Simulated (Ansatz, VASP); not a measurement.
# HCl: VASP beside Ansatz

Wanted: the spread between two codes on one cell, functional and k mesh. The structure shown is the end of the Ansatz relaxation below.

Program: Ansatz 0.2.0. Level of theory: plane waves, with VASP 6.6.1 beside it; single point at PBEsol. Results are calculated unless marked as measured.

### 1. The structure

The structure is tetragonal, space group I4/mmm (No. 139). Conventional cell: a = 5.167 Å, b = 5.167 Å, c = 3.066 Å, α = 90.00°, β = 90.00°, γ = 90.00°. H has 2 Cl at 1.53 Å nearest. Nearest to Cl lie 2 H at 1.53 Å. Farther neighbours and most contacts between anions are not listed.

### 2. Ansatz: relaxation, PBEsol

Ansatz runs on its default PAW (the set named soft_2) files.

This run makes the geometry at which the two programs are then compared.

input.yaml

```yaml
crystal:
  lattice:
    - [0.0, 3.6906871816, 3.690848659]
    - [1.5022219927, 0.0, 3.690848659]
    - [1.5022219927, 3.6906871816, 0.0]
  atoms:
    - { symbol: H, position: [0.0, 0.0, 0.0] }
    - { symbol: Cl, position: [0.5, 0.5, 0.5] }
kpoints:
  mp_grid: { grid: [8, 8, 8] }
hamiltonian:
  xc: pbesol
scf:
  occupations: { method: gaussian, width: 0.02 }
output:
  forces: true
  stress: true
  eigenvalues: true
relax:
  adjacent_minimum: "off"
  f_tol: 0.001
  max_steps: 60
  cell: { stress_tol: 0.02, fix: [volume] }
```

Run with:

```
$ ansatz run input.yaml --threads 4 --pin off --max-ram 8192MiB --backend cpu --events-out ev --progress --plain --runs-dir out
```

Numbers of over 12 decimals in the logs are rounded to 6 here.

The program printed:

```text
Warning: 8 symmetry operations that the atoms keep within the bar at which the run's group was sought (crystal.symmetry.tolerance 1.0e-5, or twice it) were not taken beside the 8 unitary ones that the detection took (of a slab, those that keep its plane). If the more symmetric cell is meant, write the vectors of crystal.lattice to more decimals, or, with the positions in fractional coordinates, give it by lengths and [...]
Engine: ansatz 0.2.0, aarch64-unknown-linux-gnu
Pseudopotentials: kind: paw
Pseudopotential: H, paw, valence charge 1, recommended cutoff 420 eV (normal), H.paw.azcp
Pseudopotential: Cl, paw, valence charge 7, recommended cutoff 420 eV (normal), Cl.paw.azcp
Functional definition: PBEsol
  exchange = pbesol_x
  correlation = pbesol_c
Crystal: 2 atoms, lattice volume = 40.926 Å³
Basis set: ecut = 420 eV, 805 PW (Γ), exchange–correlation on 72×54×54 points (8 copies of the dense FFT grid, shifted against one another)
Bands: 8, of which v1, the nominal top of the filled ones, is band 4 counted from 1 (3 counted from 0)
Symmetry: 8 space group operations
Space group: Fmmm (ITA 69), of the structure as read, at distance tolerance 3.4e-5 Å
k-points: 95 of 512
Non-local potential: H, projectors of the file, l = 0: 2, l = 1: 1
Non-local potential: Cl, projectors of the file, l = 0: 2, l = 1: 2, l = 2: 2
PAW form: soft (Blöchl's): semilocal exchange-correlation on the pseudo side does not see the compensation charge
PAW frozen core: Cl, regenerated for the run's functional, and the local potential with it (the file was generated under x = pbe(κ = 0.804, μ = 0.219515), c = pbe(β = 0.066725))
PAW one-centre angular grid: H, 110 points (default); XC on 64 Gauss nodes
PAW one-centre angular grid: Cl, 110 points (default); XC on 64 Gauss nodes
Initial density: superposition of atomic densities (neutral atoms: chi_scale 0, normalization atom), corrected by the library's trained network
Initial wavefunctions: pseudopotential atomic-orbital guess
Functional: x = pbesol(κ = 0.804, μ = 0.123457), c = pbesol(β = 0.046)
SCF iter   1: F=—  HF=-1076.887977 eV  |F-HF|=—  |Δ(HF+E_count)|=         —  Δρ=7.68e-3  dr2=1.04e-2  ethr=1.77e-3  ⟨swp⟩=6.4  Hψ=6614  notcnv=0
preconditioner: auto → none  [insulator: Δε(μ)=3.136 eV  Ē_g=15.188 eV  σ=0.020 eV  W_gap=1.00  n_scr=4 (ndim 8)  ℏωp=16.4 eV  f_vac=0.158  D(μ)=0.00/eV (n_scr^D=0)  ε∞_Penn≈2.2]
SCF iter   2: F=—  HF=-1076.886646 eV  |F-HF|=—  |Δ(HF+E_count)|=   1.33e-3  Δρ=3.29e-3  dr2=1.90e-3  ethr=1.30e-4  ⟨swp⟩=2.0  Hψ=1897  notcnv=0
SCF iter   3: F=—  HF=-1076.886571 eV  |F-HF|=—  |Δ(HF+E_count)|=   7.51e-5  Δρ=4.36e-4  dr2=7.28e-5  ethr=2.37e-5  ⟨swp⟩=3.0  Hψ=1472  notcnv=0
SCF iter   4: F=—  HF=-1076.886554 eV  |F-HF|=—  |Δ(HF+E_count)|=   1.75e-5  Δρ=8.16e-5  dr2=1.46e-6  ethr=9.10e-7  ⟨swp⟩=2.4  Hψ=1107  notcnv=0
iter 5 did not close the SCF: its close was put off for the readings that it lacked (scf_convergence_deferred on its scf_iter line)
SCF iter   5: F=-1076.886557 eV  HF=-1076.886557 eV  |F-HF|=1.77e-7  |Δ(HF+E_count)|=   2.84e-6  Δρ=1.30e-5  dr2=7.71e-8  ethr=1.83e-8  ⟨swp⟩=2.5  Hψ=1102  notcnv=0
SCF iter   6: F=-1076.886557 eV  HF=-1076.886557 eV  |F-HF|=5.56e-9  |Δ(HF+E_count)|=   2.07e-7  Δρ=5.00e-6  dr2=9.37e-9  ethr=9.64e-10  ⟨swp⟩=2.7  Hψ=2868  notcnv=0
SCF 1 converged in 6 iterations: F = -1076.886557 eV  dr2 = 9.37e-9
  greatest PAW one-centre occupation: 0.898 electrons in one spin orbital (limit 2), on the Cl atom at site 1 (counted from 0), in its partial waves of l = 0
relax step   1: F+E_penalty+E_count = -1076.88655670 eV  Δ(F+E_penalty+E_count) = +0.000e0 eV  max|allowed force component| = 1.627e-30 eV/Å  Δτ_max = 0.0000 Å  P = +1.993 GPa  Ω = 40.926 Å³  fix = [volume]  reactions: volume +1.993 GPa  (6 SCF iters, dr2 threshold 1.00e-7 eV, accepted)
[...]
relax step   2: F+E_penalty+E_count = -1076.89872626 eV  Δ(F+E_penalty+E_count) = -1.217e-2 eV  max|allowed force component| = 1.528e-30 eV/Å  Δτ_max = 0.0000 Å  P = +0.864 GPa  Ω = 40.926 Å³  energy of the carried Pulay correction = +3.213e-6 eV  fix = [volume]  reactions: volume +0.864 GPa  (4 SCF iters, dr2 threshold 2.00e-7 eV, accepted)
[...]
relax step   3: F+E_penalty+E_count = -1076.90117474 eV  Δ(F+E_penalty+E_count) = -2.448e-3 eV  max|allowed force component| = 3.944e-31 eV/Å  Δτ_max = 0.0000 Å  P = +0.162 GPa  Ω = 40.926 Å³  energy of the carried Pulay correction = +5.351e-6 eV  fix = [volume]  reactions: volume +0.162 GPa  (4 SCF iters, dr2 threshold 2.00e-7 eV, accepted)
[...]
relax step   4: F+E_penalty+E_count = -1076.90118680 eV  Δ(F+E_penalty+E_count) = -1.207e-5 eV  max|allowed force component| = 9.861e-32 eV/Å  Δτ_max = 0.0000 Å  P = +0.112 GPa  Ω = 40.926 Å³  energy of the carried Pulay correction = +5.507e-6 eV  fix = [volume]  reactions: volume +0.112 GPa  (3 SCF iters, dr2 threshold 2.75e-8 eV, accepted)
[...]
relax step   5: F+E_penalty+E_count = -1076.90121039 eV  Δ(F+E_penalty+E_count) = -2.358e-5 eV  max|allowed force component| = 1.627e-30 eV/Å  Δτ_max = 0.0000 Å  P = +0.110 GPa  Ω = 40.926 Å³  fix = [volume]  reactions: volume +0.110 GPa  stress off target by 1.10e-2 GPa on what of the cell is left free  SCF on the basis re-selected at this cell (its energy is not comparable with the rows above)  (5 SCF iters)
basis re-selected at this cell: Δ(F+E_penalty+E_count) = -2.358e-5 eV, ΔP = -0.002 GPa vs the last step (what re-selecting the basis moved, of the pressure what is left beyond the Pulay correction that the steps carried, after the strain that the cell walked since its last selection, with what the two solves' SCF thresholds leave and, on support functions, any second-order correction that the steps lacked; it is no m [...]
SCF converged after 5 iterations
Free energy (F): -1076.901210 eV
Harris-Foulkes:  -1076.901210 eV  (|F-HF|=3.64e-12)
Internal energy: -1076.901210 eV  (E = F + TS)
E sigma→0 (E₀):  -1076.901210 eV
Fermi energy:    -0.688896 eV
--- Per-component energies (eV) ---
  E_band       = -54.851999
  E_kinetic    = 172.446730
  E_local      = -348.766049  (includes V_loc(G=0)·N_el)
  E_nonlocal   = 30.329616
  E_hartree    = 110.170956
  E_xc         = -113.585839
  E_vxc        = -131.247426  (∫ρ·V_xc dr)
  E_paw        = -642.335944  (= ΣΔE_a)
  E_vpaw       = 2.043967  (= ΣTr[D̂ρ^β])
  E_aug_tail   = -0.000758  (compensation charges beyond the density's cutoff)
  E_ewald      = -285.238356
  E_core_change = 0.078432  (= ΣΔE_core)
  E_smearing   = -0.000000  (= −TS)
  E_closure    = -0.000000  (closes the sum)
  Σ components = -1076.901210   (vs F -1076.901210, Δ=0.00e0)
--- Forces (eV/Å), atoms counted from 1 ---
  atom   1  H      0.00000000     0.00000000     0.00000000
  atom   2  Cl     0.00000000     0.00000000    -0.00000000
  max |Σ_I F_I| component: 3.06e-30 eV/Å
--- Stress (GPa, compression-positive) ---
        0.120821       0.000000       0.000000
        0.000000       0.104385       0.000000
        0.000000       0.000000       0.104257
  P = ⅓ Tr σ = 0.1098 GPa (1.098 kbar)
--- Band table (eV; the first three rows and the last of 95) ---
  k-point 0: bands = ["-16.5055", "-2.4739", "-2.4689", "-2.4688", "1.0111", "4.7620", "8.6148", "14.1146"]
  k-point 1: bands = ["-16.3173", "-4.2759", "-2.4598", "-2.4381", "3.1586", "5.2093", "8.9023", "11.9609"]
  k-point 2: bands = ["-15.7913", "-6.7211", "-2.4081", "-2.3515", "5.9955", "6.9468", "8.9233", "10.0440"]
  k-point 94: bands = ["-16.3698", "-3.8354", "-2.5494", "-2.3363", "0.8746", "7.6476", "8.6892", "11.3547"]
--- Relaxed structure (4 steps of the walk, 4 accepted, 1 SCFs on fresh bases) ---
  F+E_penalty+E_count = -1076.90121039 eV   max|allowed force component| = 1.627e-30 eV/Å   (the final SCF, on the basis selected at the relaxed cell)
  cell:  # Å, volume = 40.9258 Å³
    - [0.0, 3.653551, 3.653664]
    - [1.532935, 0.0, 3.653664]
    - [1.532935, 3.653551, 0.0]
  atoms:
    - { symbol: H, position: [0, 0, 0] }
    - { symbol: Cl, position: [0.5, 0.5, 0.5] }
```

Reading the cycles: dr2 is the Hartree energy of the density residual (eV), the measure of convergence; HF is the Harris–Foulkes estimate of the energy, which meets the free energy F at convergence.

### 3. VASP: single point, PBEsol, pair 1

The same cell, functional, mesh and smearing now go to VASP, with its own data sets.

Lines of VASP's logs that name or quote its potential files are left out, and so is its time.

INCAR

```
SYSTEM = HCl
PREC = Accurate
ENCUT = 500
EDIFF = 1E-06
NELM = 120
ISMEAR = 0
SIGMA = 0.02
LREAL = .FALSE.
ALGO = Normal
GGA = PS
NBANDS = 10
LORBIT = 11
LWAVE = .FALSE.
LCHARG = .FALSE.
ISIF = 2
LASPH = .TRUE.
GGA_COMPAT = .FALSE.
EFERMI = MIDGAP
```

POSCAR

```
HCl
1.0
    0.0000000000      3.6535513636      3.6536642248
    1.5329349987      0.0000000000      3.6536642248
    1.5329349987      3.6535513636      0.0000000000
H Cl
1 1
Direct
    0.0000000000      0.0000000000      0.0000000000
    0.5000000000      0.5000000000      0.5000000000
```

KPOINTS

```
Automatic mesh
0
Gamma
8 8 8
0 0 0
```

PAW data sets: H and Cl (PBE family, release 64).

Run with:

```
$ mpirun -np 1 vasp_std
```

The program printed:

```text
[banner, memory and clock lines left out]
running    1 mpi-ranks, on    1 nodes
 distrk:  each k-point on    1 cores,    1 groups
 distr:  one band on    1 cores,    1 groups

 POSCAR found type information on POSCAR H Cl
 POSCAR found :  2 types and       2 ions
|                                                                             |
|               ----> ADVICE to this user running VASP <----                  |
|                                                                             |
|     You enforced a specific xc type in the INCAR file but a different       |
|     [... a line on the potential file left out ...]
|     I HOPE YOU KNOW WHAT YOU ARE DOING!                                     |
|                                                                             |

 LDA part: xc-table for (Slater+PW92), standard interpolation
 POSCAR, INCAR and KPOINTS ok, starting setup
 FFT: planning ... GRIDC
 FFT: planning ... GRID_SOFT
 FFT: planning ... GRID
 WAVECAR not read
 entering main loop
       N       E                     dE             d eps       ncg     rms          rms(c)
DAV:   1     0.298532609907E+02    0.29853E+02   -0.31709E+03  1908   0.601E+02
DAV:   2    -0.394927249561E+01   -0.33803E+02   -0.32588E+02  2354   0.115E+02
DAV:   3    -0.578206532088E+01   -0.18328E+01   -0.18308E+01  2308   0.298E+01
DAV:   4    -0.579579038196E+01   -0.13725E-01   -0.13724E-01  2634   0.298E+00
DAV:   5    -0.579590142398E+01   -0.11104E-03   -0.11104E-03  2456   0.230E-01    0.457E+00
DAV:   6    -0.574785241892E+01    0.48049E-01   -0.11116E-01  2188   0.161E+00    0.297E+00
DAV:   7    -0.574711028293E+01    0.74214E-03   -0.59306E-02  2192   0.130E+00    0.790E-01
DAV:   8    -0.574771771647E+01   -0.60743E-03   -0.60557E-03  2332   0.452E-01    0.726E-02
DAV:   9    -0.574778942930E+01   -0.71713E-04   -0.11585E-04  2328   0.765E-02    0.250E-02
DAV:  10    -0.574781879602E+01   -0.29367E-04   -0.26224E-05  2214   0.343E-02    0.646E-03
DAV:  11    -0.574781936811E+01   -0.57209E-06   -0.93324E-07  2750   0.689E-03
   1 F= -.57478194E+01 E0= -.57478194E+01  d E =0.000000E+00
```

OUTCAR, selected parts (step 3):

```text
ion  position               nearest neighbor table
   1  0.000  0.000  0.000-   2 1.53   2 1.53
   2  0.500  0.500  0.500-   1 1.53   1 1.53

  LATTYP: Found a face centered orthorhombic cell.
 ALAT       =     3.0658699974
 B/A-ratio  =     2.3833700494
 C/A-ratio  =     2.3834436737

 Subroutine GETGRP returns: Found  8 space group operations
 (whereof  8 operations were pure point group operations)

The static configuration has the point symmetry D_2h.

 Found     95 irreducible k-points:

   k-points           NKPTS =     95   k-points in BZ     NKDIM =     95   number of bands    NBANDS=     10

   dimension x,y,z NGX =    40 NGY =   30 NGZ =   30
   dimension x,y,z NGXF=    80 NGYF=   60 NGZF=   60

   ENCUT  =  500.0 eV  36.75 Ry    6.06 a.u.   9.42  7.22  7.22*2*pi/ulx,y,z

   NELECT =       8.0000    total number of electrons

 k-points in reciprocal lattice and weights: Automatic mesh
   0.00000000  0.00000000  0.00000000       0.002
   0.12500000  0.00000000 -0.00000000       0.016
   0.25000000  0.00000000 -0.00000000       0.016
   0.37500000  0.00000000 -0.00000000       0.016
   0.50000000  0.00000000 -0.00000000       0.008
   0.12500000  0.12500000  0.00000000       0.004
   0.25000000  0.12500000 -0.00000000       0.016
   0.37500000  0.12500000  0.00000000       0.016
   0.50000000  0.12500000 -0.00000000       0.016
[...]
-0.12500000  0.37500000  0.50000000       0.004
   0.00000000  0.50000000  0.50000000       0.002

 average (electrostatic) potential at core
       1 -39.1174       2 -96.5229

 E-fermi :  -1.4582

 k-point     1 :       0.0000    0.0000    0.0000
  band No.  band energies     occupation
      1     -17.2933      2.00000
      2      -3.2650      2.00000
      3      -3.2649      2.00000
      4      -3.2457      2.00000
      5       0.2728      0.00000
      6       3.9761      0.00000
      7       7.9249      0.00000
      8      13.7940      0.00000
      9      13.8384      0.00000
    ...

 k-point     2 :       0.1250    0.0000   -0.0000
  band No.  band energies     occupation
      1     -17.1049      2.00000
      2      -5.0479      2.00000
      3      -3.2558      2.00000
      4      -3.2341      2.00000
      5       2.4351      0.00000
      6       4.4210      0.00000
      7       8.2159      0.00000
      8      11.3934      0.00000
      9      11.5305      0.00000
    ...

 k-point     3 :       0.2500    0.0000   -0.0000
  band No.  band energies     occupation
      1     -16.5784      2.00000
      2      -7.4946      2.00000
      3      -3.2041      2.00000
      4      -3.1475      2.00000
      5       5.2498      0.00000
      6       6.2191      0.00000
      7       8.2453      0.00000
      8       9.4075      0.00000
      9      10.4452      0.00000
    ...

  Total       -0.0600337      0.0024590      0.0024160      0.0000000      0.0000000      0.0000000
  in kB       -2.3502191      0.0962661      0.0945815      0.0000000      0.0000000      0.0000000
  external PRESSURE =      -0.7197905 kB  Pullay stress =       0.0000000 kB

  energy-cutoff  :      500.00
  volume of cell :       40.93
      direct lattice vectors                 reciprocal lattice vectors
     0.000000000  3.653551364  3.653664225    -0.326171691  0.136853146  0.136848919
     1.532934999  0.000000000  3.653664225     0.326171691 -0.136853146  0.136848919
     1.532934999  3.653551364  0.000000000     0.326171691  0.136853146 -0.136848919

 POSITION                                       TOTAL-FORCE (eV/Angst)
 -----------------------------------------------------------------------------------
      0.00000      0.00000      0.00000        -0.000000      0.000000      0.000000
      1.53293      3.65355      3.65366         0.000000     -0.000000      0.000000
 -----------------------------------------------------------------------------------
    total drift:                               -0.000000     -0.000000      0.000000

  FREE ENERGIE OF THE ION-ELECTRON SYSTEM (eV)
  ---------------------------------------------------
  free  energy   TOTEN  =        -5.7478193681 eV

  energy  without entropy=       -5.7478193681  energy(sigma->0) =       -5.74781937

 total charge
# of ion       s       p       d       tot
------------------------------------------
    1        0.417   0.048   0.000   0.465
    2        1.572   3.556   0.000   5.128
--------------------------------------------------
tot          1.989   3.605   0.000   5.593

[... 3 further parts left out ...]
```

The gap is read on the k-mesh alone, so it is an upper bound where the band edges lie off the mesh.

### 4. Side by side

Known differences besides the potentials themselves: the cutoff is 420 eV in Ansatz and 500 eV in VASP; Ansatz makes its cores anew for this functional, VASP keeps those of its PBE data sets; Ansatz's pressure holds a Pulay correction, VASP's none. Total energies have different zeros and are not compared.

Both answers:

```
              quantity  Ansatz   VASP  difference
        pressure (GPa)    0.11  -0.07       +0.18
gap on the k mesh (eV)   2.826  2.880      -0.054
```

A gap on the mesh is an upper bound, since the band edges may lie between its points.

### 5. Ansatz: relaxation, PBEsol

This run makes the geometry at which the two programs are then compared. The cell compared in this pair holds 42.23 Å³, against 40.93 Å³ for the pair before.

The structure compared here is the end of the Ansatz relaxation.

input.yaml, the sections that differ from step 2:

```yaml
crystal:
  lattice:
    - [0.0, 3.7295393755, 3.7297025528]
    - [1.5180360179, 0.0, 3.7297025528]
    - [1.5180360179, 3.7295393755, 0.0]
  atoms:
    - { symbol: H, position: [0.0, 0.0, 0.0] }
    - { symbol: Cl, position: [0.5, 0.5, 0.5] }
# kpoints, hamiltonian, scf, output, relax: as in step 2
```

Run with:

```
$ ansatz run input.yaml --threads 4 --pin off --max-ram 8192MiB --backend cpu --events-out ev --progress --plain --runs-dir out
```

The program printed:

```text
[...]
Crystal: 2 atoms, lattice volume = 42.232 Å³
Basis set: ecut = 420 eV, 821 PW (Γ), exchange–correlation on 72×54×54 points (8 copies of the dense FFT grid, shifted against one another)
Bands: 8, of which v1, the nominal top of the filled ones, is band 4 counted from 1 (3 counted from 0)
Symmetry: 8 space group operations
[...]
k-points: 95 of 512
[...]
P = ⅓ Tr σ = 0.0471 GPa (0.471 kbar)
--- Band table (eV; the first three rows and the last of 95) ---
[...]
--- Relaxed structure (4 steps of the walk, 4 accepted, 1 SCFs on fresh bases) ---
[...]
cell:  # Å, volume = 42.2320 Å³
    - [0.0, 3.711018, 3.711142]
    - [1.533242, 0.0, 3.711142]
    - [1.533242, 3.711018, 0.0]
  atoms:
    - { symbol: H, position: [0, 0, 0] }
    - { symbol: Cl, position: [0.500000, 0.500000, 0.500000] }
[key lines of the parts left out:]
SCF converged after 5 iterations
Free energy (F): -1076.901806 eV
Fermi energy:    -0.873210 eV
```

### 6. VASP: single point, PBEsol, pair 2

The same cell, functional, mesh and smearing now go to VASP, with its own data sets.

INCAR is that of step 3.

POSCAR

```
HCl
1.0
    0.0000000000      3.7110181426      3.7111420665
    1.5332423731      0.0000000000      3.7111420665
    1.5332423731      3.7110181426      0.0000000000
H Cl
1 1
Direct
    0.0000000000      0.0000000000      0.0000000000
    0.5000000000      0.5000000000      0.5000000000
```

KPOINTS is that of step 3.

Run with:

```
$ mpirun -np 1 vasp_std
```

The program printed:

```text
[banner, memory and clock lines left out]
running    1 mpi-ranks, on    1 nodes
[...]
[... a notice as in an earlier step ...]

 LDA part: xc-table for (Slater+PW92), standard interpolation
 POSCAR, INCAR and KPOINTS ok, starting setup
[...]
entering main loop
       N       E                     dE             d eps       ncg     rms          rms(c)
DAV:   1     0.306730533765E+02    0.30673E+02   -0.31471E+03  1908   0.601E+02
DAV:   2    -0.406176390150E+01   -0.34735E+02   -0.33819E+02  2358   0.114E+02
DAV:   3    -0.578504684308E+01   -0.17233E+01   -0.17215E+01  2350   0.293E+01
DAV:   4    -0.579700498762E+01   -0.11958E-01   -0.11957E-01  2598   0.277E+00
[...]
DAV:   9    -0.574839214652E+01   -0.73571E-04   -0.11680E-04  2356   0.766E-02    0.262E-02
DAV:  10    -0.574842323042E+01   -0.31084E-04   -0.27501E-05  2248   0.351E-02    0.682E-03
DAV:  11    -0.574842383532E+01   -0.60490E-06   -0.92677E-07  2772   0.689E-03
   1 F= -.57484238E+01 E0= -.57484238E+01  d E =0.000000E+00
```

(Part 1 of 2 ends here.)

[Lines on the potential files, build, host, timing and source positions are cut from VASP's logs without a mark.]

[Logs are printed without paths, hosts, clocks, repeated set-up lines and the standing remarks that a program may print on its own settings, such as how far it seeks lower states.]

[Hosts, paths, dates, database ids (printed as entryN), source tags and the programs' standing remarks are cut or masked in the printed files.]
